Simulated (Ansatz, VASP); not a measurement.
**HF (liquid hydrogen fluoride at 273 K) in two plane-wave programs**

One calculation is typed for both programs; each brings its own data sets. How far apart do they land? Of the first pair: The cell is taken from a series of runs on this material, whose earlier steps may have relaxed, scaled, displaced or heated it; both programs get it as it stands.

Program: Ansatz 0.2.0. Level of theory: plane waves, with VASP 6.6.1 beside it; PBEsol. Results are calculated unless marked as measured.

## 1. Starting point

The cell holds 116 atoms: 58 F and 58 H. Its edges and angles: a = 12.435 Å, b = 12.435 Å, c = 12.435 Å, α = 90.0°, β = 90.0°, γ = 90.0°. As first built, before any earlier steps moved the atoms or strained the cell (in the runner's words): 58 hydrogen fluoride placed at random, at 1 g/cm^3; overlaps pushed apart, then 10 ps at 373 K with a harmonic two-site HF with charges of 0.5 e and a 12-6 site on F. Snapshot after 20 ps at 273 K and fixed volume. The density is a measured one.

## 2. Ansatz: single point, PBEsol, pair 1

Ansatz runs on its default PAW (the set named soft_2) files.

A single point takes one fixed geometry, so differences don't come from the geometry; what else differs is listed under the comparison.

Contents of input.yaml:

```yaml
crystal:
  lattice:
    - [12.43539, 0.0, 0.0]
    - [0.0, 12.43539, 0.0]
    - [0.0, 0.0, 12.43539]
  atoms:
    - { symbol: F, position: [0.75758, 0.77947, 0.03888] }
    - { symbol: H, position: [0.74212, 0.71037, 0.99613] }
    - { symbol: F, position: [0.49836, 0.21053, 0.85915] }
    - { symbol: H, position: [0.55017, 0.14772, 0.87077] }
    - { symbol: F, position: [0.02353, 0.12023, 0.28093] }
    - { symbol: H, position: [0.95809, 0.14491, 0.32445] }
    - { symbol: F, position: [0.26578, 0.18151, 0.38035] }
    - { symbol: H, position: [0.23365, 0.23798, 0.32912] }
    - { symbol: F, position: [0.75678, 0.53476, 0.22513] }
    - { symbol: H, position: [0.69397, 0.50251, 0.26751] }
    - { symbol: F, position: [0.91253, 0.86838, 0.97934] }
    - { symbol: H, position: [0.84427, 0.82908, 0.00572] }
    - { symbol: F, position: [0.84716, 0.78294, 0.37551] }
    - { symbol: H, position: [0.87008, 0.84895, 0.4185] }
    - { symbol: F, position: [0.11065, 0.12589, 0.955] }
    - { symbol: H, position: [0.07604, 0.15668, 0.02227] }
    - { symbol: F, position: [0.35831, 0.03102, 0.94438] }
    - { symbol: H, position: [0.35834, 0.94772, 0.94196] }
    - { symbol: F, position: [0.61605, 0.0641, 0.88497] }
    - { symbol: H, position: [0.62589, 0.04427, 0.96421] }
    - { symbol: F, position: [0.0504, 0.06105, 0.72489] }
    - { symbol: H, position: [0.97731, 0.0734, 0.76045] }
    - { symbol: F, position: [0.87176, 0.18043, 0.37671] }
    - { symbol: H, position: [0.86947, 0.17006, 0.45844] }
    - { symbol: F, position: [0.90437, 0.42461, 0.18244] }
    - { symbol: H, position: [0.83942, 0.47061, 0.20401] }
    - { symbol: F, position: [0.25173, 0.79418, 0.49843] }
    - { symbol: H, position: [0.18299, 0.79941, 0.45243] }
    - { symbol: F, position: [0.34939, 0.56216, 0.48723] }
    - { symbol: H, position: [0.3113, 0.58107, 0.41835] }
[... 80 atom lines left out ...]
    - { symbol: F, position: [0.25743, 0.57723, 0.65474] }
    - { symbol: H, position: [0.29692, 0.57335, 0.58368] }
    - { symbol: F, position: [0.43593, 0.16598, 0.60626] }
    - { symbol: H, position: [0.36309, 0.18854, 0.63769] }
    - { symbol: F, position: [0.23248, 0.2386, 0.86052] }
    - { symbol: H, position: [0.17983, 0.19013, 0.89965] }
kpoints:
  mp_grid: { grid: [1, 1, 1] }
hamiltonian:
  xc: pbesol
scf:
  occupations: { method: fermi_dirac, width: 0.05 }
output:
  forces: true
  stress: true
  populations: true
  dos:
    method: { smearing: { sigma: 0.08 } }
    de: 0.1
    projected: { site_lists: { F: [F], H: [H] } }
  eigenvalues: true
```

The run is started by

```sh
> ansatz run input.yaml --threads 4 --pin off --max-ram 8192MiB --backend cpu --events-out ev --progress --plain --runs-dir out
```

Numbers of over 12 decimals in the logs are rounded to 6 here.

The log of the run:

```text
Engine: ansatz 0.2.0, aarch64-unknown-linux-gnu
Pseudopotentials: kind: paw
Pseudopotential: F, paw, valence charge 7, recommended cutoff 420 eV (normal), F.paw.azcp
Pseudopotential: H, paw, valence charge 1, recommended cutoff 420 eV (normal), H.paw.azcp
Functional definition: PBEsol
  exchange = pbesol_x
  correlation = pbesol_c
Crystal: 116 atoms, lattice volume = 1922.995 Å³
Basis set: ecut = 420 eV, 37529 PW (Γ), exchange–correlation on 180×180×180 points (8 copies of the dense FFT grid, shifted against one another)
Bands: 348, of which v1, the nominal top of the filled ones, is band 232 counted from 1 (231 counted from 0)
Symmetry: 1 space group operations
Space group: P1 (ITA 1), of the structure as read, at distance tolerance 1.2e-4 Å
k-points: 1
Non-local potential: F, projectors of the file, l = 0: 2, l = 1: 2, l = 2: 1
Non-local potential: H, projectors of the file, l = 0: 2, l = 1: 1
PAW form: soft (Blöchl's): semilocal exchange-correlation on the pseudo side does not see the compensation charge
PAW frozen core: F, regenerated for the run's functional, and the local potential with it (the file was generated under x = pbe(κ = 0.804, μ = 0.219515), c = pbe(β = 0.066725))
PAW one-centre angular grid: F, 110 points (default); XC on 64 Gauss nodes
PAW one-centre angular grid: H, 110 points (default); XC on 64 Gauss nodes
Initial density: superposition of atomic densities (neutral atoms: chi_scale 0, normalization atom), corrected by the library's trained network
Initial wavefunctions: pseudopotential atomic-orbital guess
Functional: x = pbesol(κ = 0.804, μ = 0.123457), c = pbesol(β = 0.046)
SCF iter   1: F=—  HF=-47360.186087 eV  |F-HF|=—  |Δ(HF+E_count)|=         —  Δρ=5.90e-3  dr2=3.10e-1  ethr=1.77e-3  ⟨swp⟩=5.0  Hψ=1313  notcnv=0  defer=97
preconditioner: auto → Resta (q_TF=auto, 2.153 Å⁻¹)  ε∞=1.9  [insulator: Δε(μ)=7.816 eV  Ē_g=19.662 eV  σ=0.050 eV  W_gap=1.00  n_scr=340 (ndim 8)  ℏωp=18.2 eV  f_vac=0.497  D(μ)=0.00/eV (n_scr^D=0)  ε∞_Penn≈1.9  vacuum switching on, ρ_ref=2.8e-2 e/Å³]
SCF iter   2: F=—  HF=-47360.194453 eV  |F-HF|=—  |Δ(HF+E_count)|=   8.37e-3  Δρ=1.59e-3  dr2=3.13e-2  ethr=6.67e-5  ⟨swp⟩=2.0  Hψ=560  notcnv=0  defer=109
SCF iter   3: F=—  HF=-47360.211891 eV  |F-HF|=—  |Δ(HF+E_count)|=   1.74e-2  Δρ=8.38e-4  dr2=7.18e-3  ethr=6.75e-6  ⟨swp⟩=2.0  Hψ=420  notcnv=0  defer=109
SCF iter   4: F=—  HF=-47360.218875 eV  |F-HF|=—  |Δ(HF+E_count)|=   6.98e-3  Δρ=1.09e-4  dr2=1.41e-4  ethr=1.55e-6  ⟨swp⟩=2.0  Hψ=418  notcnv=0  defer=109
SCF iter   5: F=—  HF=-47360.218985 eV  |F-HF|=—  |Δ(HF+E_count)|=   1.09e-4  Δρ=5.61e-5  dr2=3.22e-5  ethr=3.03e-8  ⟨swp⟩=2.0  Hψ=471  notcnv=0  defer=109
SCF iter   6: F=—  HF=-47360.222509 eV  |F-HF|=—  |Δ(HF+E_count)|=   3.52e-3  Δρ=1.54e-5  dr2=2.18e-6  ethr=6.94e-9  ⟨swp⟩=2.0  Hψ=578  notcnv=0  defer=109
SCF iter   7: F=-47360.222510 eV  HF=-47360.222510 eV  |F-HF|=8.27e-8  |Δ(HF+E_count)|=   7.82e-7  Δρ=3.08e-6  dr2=8.09e-8  ethr=2.16e-11  ⟨swp⟩=23.0  Hψ=2793  notcnv=0
SCF 1 converged in 7 iterations: F = -47360.222510 eV  dr2 = 8.09e-8
  greatest PAW one-centre occupation: 0.928 electrons in one spin orbital (limit 2), on the F atom at site 18 (counted from 0), in its partial waves of l = 0
SCF converged after 7 iterations
Free energy (F): -47360.222510 eV
Harris-Foulkes:  -47360.222510 eV  (|F-HF|=8.27e-8)
Internal energy: -47360.222510 eV  (E = F + TS)
E sigma→0 (E₀):  -47360.222510 eV
Fermi energy:    -2.555049 eV
--- Per-component energies (eV) ---
  E_band       = -6082.821471
  E_kinetic    = 12668.108577
  E_local      = -63310.653171  (includes V_loc(G=0)·N_el)
  E_nonlocal   = 4369.818294
  E_hartree    = 25264.391185
  E_xc         = -5018.523619
  E_vxc        = -6474.411108  (∫ρ·V_xc dr)
  E_paw        = -11270.657569  (= ΣΔE_a)
  E_vpaw       = -3864.522645  (= ΣTr[D̂ρ^β])
  E_aug_tail   = 0.065292  (compensation charges beyond the density's cutoff)
  E_ewald      = -10065.233171
  E_core_change = 2.461673  (= ΣΔE_core)
  E_smearing   = -0.000000  (= −TS)
  E_closure    = -0.000000  (closes the sum)
  Σ components = -47360.222510   (vs F -47360.222510, Δ=0.00e0)
--- Forces (eV/Å), atoms counted from 1 ---
  atom   1  F      0.00463783    -0.01504571    -0.01561154
  atom   2  H      0.00436905     0.01135309     0.00408497
  atom   3  F      0.03394921    -0.02944798     0.00944164
  atom   4  H     -0.01861153     0.02546618    -0.00817895
  atom   5  F     -0.02346386     0.01510246    -0.00291528
  atom   6  H      0.01197201     0.00082312    -0.00490819
  atom   7  F     -0.01328960     0.01309659    -0.03727759
  atom   8  H      0.00581960    -0.01480429     0.01917273
  atom   9  F     -0.01726270    -0.02521286     0.01223957
  atom  10  H      0.01644865     0.00993101    -0.00730768
  atom  11  F     -0.01808126    -0.00567127     0.03623371
  atom  12  H      0.01599722     0.00559140    -0.01307864
[...]
atom  72  H      0.00666952     0.01950690    -0.00155787
  atom  73  F      0.02124482     0.00975674     0.01126741
  atom  74  H     -0.00675541    -0.00049745     0.00169115
  atom  75  F      0.02386456    -0.04189497     0.01932833
  atom  76  H     -0.00477096     0.01932073    -0.01998346
  atom  77  F      0.02641869    -0.01170657     0.01692649
  atom  78  H     -0.00935519    -0.00253172    -0.00705375
  atom  79  F     -0.03111459     0.01069211     0.01590579
  atom  80  H      0.02190921     0.00101905    -0.00962961
  atom  81  F      0.00394226    -0.02196101    -0.00723748
  atom  82  H      0.00302855     0.00724047     0.00662094
  atom  83  F     -0.01013582    -0.01694366    -0.01437139
[...]
atom 109  F     -0.02293343    -0.01337916     0.02718765
  atom 110  H      0.02059047     0.01924530    -0.01119073
  atom 111  F      0.02165472     0.00593812    -0.01976347
  atom 112  H     -0.00949224    -0.00110036     0.03062361
  atom 113  F     -0.02187530     0.00957505     0.00233910
  atom 114  H      0.01425832    -0.00555518    -0.00640059
  atom 115  F     -0.01914738    -0.02804651     0.01357334
  atom 116  H      0.01322182     0.01227750    -0.01773175
  max |Σ_I F_I| component: 1.25e-4 eV/Å
--- Stress (GPa, compression-positive) ---
       -0.156039      -0.003439       0.078552
       -0.003439      -0.095477      -0.027604
        0.078552      -0.027604      -0.375501
  P = ⅓ Tr σ = -0.2090 GPa (-2.090 kbar)
--- Band table (eV) ---
  k-point 0: bands = [... 228 lower, -6.6625, -6.6590, -6.6391, -6.5210, 1.3928, 2.5158, 2.5222, 2.5845, ... 112 higher]
--- Löwdin populations: 116 sites ---
  site symbol       q [e]
     0      F      7.4139
     1      H      0.5313
     2      F      7.4127
     3      H      0.5363
     4      F      7.4225
     5      H      0.5331
     6      F      7.4175
     7      H      0.5328
     8      F      7.4180
     9      H      0.5303
    10      F      7.4173
    11      H      0.5325
    12      F      7.4161
    13      H      0.5314
    14      F      7.4200
    15      H      0.5305
    16      F      7.4192
    17      H      0.5337
    18      F      7.4155
    19      H      0.5359
    20      F      7.4114
    21      H      0.5333
    22      F      7.4193
    23      H      0.5326
[...]
108      F      7.4186
   109      H      0.5329
   110      F      7.4238
   111      H      0.5246
   112      F      7.4218
   113      H      0.5303
   114      F      7.4180
   115      H      0.5299
  spilling = 0.006251 (of n_electrons = 464.000000)
```

The column dr2 measures how far the density is from self-consistency, as an energy; F and HF (Harris–Foulkes) agree once it is small.

## 3. VASP: single point, PBEsol, pair 1

The same cell, functional, mesh and smearing now go to VASP, with its own data sets.

Lines of VASP's logs that name or quote its potential files are left out, and so is its time.

Contents of INCAR:

```
SYSTEM = HF
PREC = Accurate
ENCUT = 600
EDIFF = 1E-06
NELM = 120
ISMEAR = -1
SIGMA = 0.05
LREAL = Auto
ALGO = Normal
GGA = PS
NBANDS = 320
LORBIT = 11
LWAVE = .FALSE.
LCHARG = .FALSE.
ISIF = 2
LASPH = .TRUE.
GGA_COMPAT = .FALSE.
EFERMI = MIDGAP
NCORE = 4
```

Contents of POSCAR:

```
HF
1.0
   12.4353900000      0.0000000000      0.0000000000
    0.0000000000     12.4353900000      0.0000000000
    0.0000000000      0.0000000000     12.4353900000
F H
58 58
Direct
    0.7575800000      0.7794700000      0.0388800000
    0.4983600000      0.2105300000      0.8591500000
    0.0235300000      0.1202300000      0.2809300000
    0.2657800000      0.1815100000      0.3803500000
    0.7567800000      0.5347600000      0.2251300000
    0.9125300000      0.8683800000      0.9793400000
    0.8471600000      0.7829400000      0.3755100000
    0.1106500000      0.1258900000      0.9550000000
    0.3583100000      0.0310200000      0.9443800000
    0.6160500000      0.0641000000      0.8849700000
    0.0504000000      0.0610500000      0.7248900000
    0.8717600000      0.1804300000      0.3767100000
    0.9043700000      0.4246100000      0.1824400000
    0.2517300000      0.7941800000      0.4984300000
    0.3493900000      0.5621600000      0.4872300000
    0.2671900000      0.0017900000      0.3223600000
    0.2664300000      0.2152300000      0.6747800000
    0.4417900000      0.9311400000      0.3069000000
    0.5753800000      0.1764800000      0.3104200000
    0.0347300000      0.3926500000      0.3152900000
    0.7497200000      0.6529000000      0.4729300000
    0.8801700000      0.0872200000      0.8042100000
    0.8698500000      0.2369200000      0.9207700000
    0.3664200000      0.1256500000      0.1072800000
    0.2557700000      0.6048900000      0.3244800000
    0.4507400000      0.9316200000      0.7050900000
    0.5117900000      0.2661900000      0.4641700000
    0.7061500000      0.2476700000      0.0175600000
    0.5063800000      0.9020000000      0.1320900000
    0.1223600000      0.7952000000      0.2082600000
[... 80 atom lines left out ...]
    0.5449900000      0.4413100000      0.2879200000
    0.1070900000      0.7993300000      0.3128800000
    0.6752500000      0.5661100000      0.9643900000
    0.2969200000      0.5733500000      0.5836800000
    0.3630900000      0.1885400000      0.6376900000
    0.1798300000      0.1901300000      0.8996500000
```

Contents of KPOINTS:

```
Automatic mesh
0
Gamma
1 1 1
0 0 0
```

PAW data sets: F and H (PBE family, release 64).

The run is started by

```sh
> mpirun -np 16 vasp_gam
```

The log of the run:

```text
[banner, memory and clock lines left out]
running   16 mpi-ranks, on    1 nodes
[...]
|                                                                             |
|               ----> ADVICE to this user running VASP <----                  |
|                                                                             |
|     You enforced a specific xc type in the INCAR file but a different       |
|     [... a line on the potential file left out ...]
|     I HOPE YOU KNOW WHAT YOU ARE DOING!                                     |
|                                                                             |

 LDA part: xc-table for (Slater+PW92), standard interpolation
 POSCAR, INCAR and KPOINTS ok, starting setup
[...]
entering main loop
       N       E                     dE             d eps       ncg     rms          rms(c)
DAV:   1     0.472443372033E+04    0.47244E+04   -0.27934E+05   688   0.150E+03
DAV:   2    -0.373319514074E+02   -0.47618E+04   -0.45898E+04   784   0.363E+02
DAV:   3    -0.507174166959E+03   -0.46984E+03   -0.46736E+03   744   0.118E+02
DAV:   4    -0.514535018468E+03   -0.73609E+01   -0.73452E+01   744   0.167E+01
[...]
DAV:  16    -0.492769161668E+03   -0.14514E-04   -0.38101E-05   688   0.242E-02    0.100E-02
DAV:  17    -0.492769164572E+03   -0.29033E-05   -0.87552E-06   712   0.158E-02    0.858E-03
DAV:  18    -0.492769164536E+03    0.35536E-07   -0.93017E-06   728   0.921E-03
   1 F= -.49276916E+03 E0= -.49276916E+03  d E =0.000000E+00
```

From OUTCAR (step 3):

```text
  FREE ENERGIE OF THE ION-ELECTRON SYSTEM (eV)
  ---------------------------------------------------
  free  energy   TOTEN  =      -492.7691645360 eV

  energy  without entropy=     -492.7691645360  energy(sigma->0) =     -492.76916454
```

The run ends at a pressure of -0.32 GPa, with forces up to 0.18 eV/Å.

## 4. Side by side

Known differences besides the potentials themselves: the cutoff is 420 eV in Ansatz and 600 eV in VASP (PREC = Accurate, projectors in real space); Ansatz makes its cores anew for this functional, VASP keeps those of its PBE data sets. Total energies have different zeros and are not compared.

Compared:

```tsv
quantity	Ansatz	VASP	difference
pressure (GPa)	-0.21	-0.32	+0.11
gap on the k mesh (eV)	7.914	7.886	+0.028
```

Forces on 7 of the 116 atoms, those with the largest forces and the largest differences (eV/Å; atoms numbered as in POSCAR):

```tsv
atom	Ansatz x, y, z	VASP x, y, z
H66	-0.005, -0.005, -0.020	-0.096, 0.059, 0.120
H73	0.006, -0.005, 0.022	-0.080, 0.034, -0.139
H77	0.004, -0.005, -0.007	-0.059, 0.075, 0.132
H83	-0.007, -0.005, 0.016	0.074, 0.016, -0.148
H106	0.006, 0.002, 0.011	-0.080, -0.032, -0.148
H109	-0.011, 0.000, 0.015	0.076, 0.019, -0.151
H110	-0.001, -0.002, 0.004	-0.081, -0.026, -0.162
```

The forces differ by 92 meV/Å r.m.s., where the r.m.s. force is 0.018 eV/Å in Ansatz and 0.081 eV/Å in VASP: the atoms lie near their places of rest in Ansatz, so a percentage would say little (all taken over all components). A gap on the mesh is an upper bound, since the band edges may lie between its points.

## 5. Ansatz: single point, PBEsol, pair 2

With cell and atoms fixed, the geometry can't cause a difference; cores, projectors, grids and the points listed under the comparison can.

The cell is taken from a series of runs on this material, whose earlier steps may have relaxed, scaled, displaced or heated it; both programs get it as it stands.

Contents of input.yaml:

```yaml
crystal:
  lattice:
    - [12.43539, 0.0, 0.0]
    - [0.0, 12.43539, 0.0]
    - [0.0, 0.0, 12.43539]
  atoms:
    - { symbol: F, position: [0.75755, 0.77947, 0.04513] }
    - { symbol: H, position: [0.74013, 0.71176, 0.00153] }
    - { symbol: F, position: [0.49868, 0.21224, 0.85723] }
    - { symbol: H, position: [0.55142, 0.14975, 0.86902] }
    - { symbol: F, position: [0.02041, 0.11447, 0.27879] }
    - { symbol: H, position: [0.95559, 0.14057, 0.32345] }
    - { symbol: F, position: [0.2666, 0.18153, 0.38136] }
    - { symbol: H, position: [0.23404, 0.23777, 0.33112] }
    - { symbol: F, position: [0.75586, 0.53528, 0.22101] }
    - { symbol: H, position: [0.69316, 0.50349, 0.26324] }
    - { symbol: F, position: [0.9087, 0.8732, 0.9812] }
    - { symbol: H, position: [0.84278, 0.8322, 0.00897] }
    - { symbol: F, position: [0.85321, 0.77782, 0.37702] }
    - { symbol: H, position: [0.8743, 0.84506, 0.42013] }
    - { symbol: F, position: [0.10781, 0.13049, 0.95415] }
    - { symbol: H, position: [0.07697, 0.16084, 0.02327] }
    - { symbol: F, position: [0.35907, 0.03165, 0.94263] }
    - { symbol: H, position: [0.35935, 0.94876, 0.94172] }
    - { symbol: F, position: [0.61732, 0.06745, 0.88326] }
    - { symbol: H, position: [0.62732, 0.04681, 0.96246] }
    - { symbol: F, position: [0.05111, 0.06037, 0.72533] }
    - { symbol: H, position: [0.97846, 0.07377, 0.76158] }
    - { symbol: F, position: [0.87149, 0.17664, 0.37588] }
    - { symbol: H, position: [0.8695, 0.16564, 0.4582] }
    - { symbol: F, position: [0.90331, 0.42455, 0.18075] }
    - { symbol: H, position: [0.8383, 0.47118, 0.20159] }
    - { symbol: F, position: [0.24834, 0.79392, 0.49917] }
    - { symbol: H, position: [0.18047, 0.80093, 0.45177] }
    - { symbol: F, position: [0.35086, 0.56775, 0.49293] }
    - { symbol: H, position: [0.3117, 0.58268, 0.42359] }
[... 80 atom lines left out ...]
    - { symbol: F, position: [0.2581, 0.5861, 0.65916] }
    - { symbol: H, position: [0.29828, 0.57992, 0.58842] }
    - { symbol: F, position: [0.43657, 0.16464, 0.60583] }
    - { symbol: H, position: [0.36395, 0.18686, 0.63803] }
    - { symbol: F, position: [0.23807, 0.23426, 0.86208] }
    - { symbol: H, position: [0.18079, 0.19019, 0.90012] }
kpoints:
  mp_grid: { grid: [1, 1, 1] }
hamiltonian:
  xc: pbesol
scf:
  occupations: { method: fermi_dirac, width: 0.05 }
output:
  forces: true
  stress: true
  populations: true
  dos:
    method: { smearing: { sigma: 0.08 } }
    de: 0.1
    projected: { site_lists: { F: [F], H: [H] } }
  eigenvalues: true
```

The run is started by

```sh
> ansatz run input.yaml --threads 4 --pin off --max-ram 8192MiB --backend cpu --events-out ev --progress --plain --runs-dir out
```

The log of the run:

```text
[...]
Crystal: 116 atoms, lattice volume = 1922.995 Å³
Basis set: ecut = 420 eV, 37529 PW (Γ), exchange–correlation on 180×180×180 points (8 copies of the dense FFT grid, shifted against one another)
Bands: 348, of which v1, the nominal top of the filled ones, is band 232 counted from 1 (231 counted from 0)
Symmetry: 1 space group operations
[...]
k-points: 1
[...]
--- Löwdin populations: 116 sites ---
  site symbol       q [e]
     0      F      7.4180
     1      H      0.5306
     2      F      7.4112
     3      H      0.5366
     4      F      7.4234
     5      H      0.5342
     6      F      7.4173
     7      H      0.5315
[...]
112      F      7.4250
   113      H      0.5310
   114      F      7.4187
   115      H      0.5306
  spilling = 0.006245 (of n_electrons = 464.000000)
[key lines of the parts left out:]
SCF converged after 7 iterations
Free energy (F): -47360.197959 eV
Fermi energy:    -2.508010 eV
P = ⅓ Tr σ = -0.1443 GPa (-1.443 kbar)
```

(Part 1 of 2 ends here.)

[Lines on the potential files, build, host, timing and source positions are cut from VASP's logs without a mark.]

[Logs are printed without paths, hosts, clocks, repeated set-up lines and the standing remarks that a program may print on its own settings, such as how far it seeks lower states.]

[Hosts, paths, dates, database ids (printed as entryN), source tags and the programs' standing remarks are cut or masked in the printed files.]
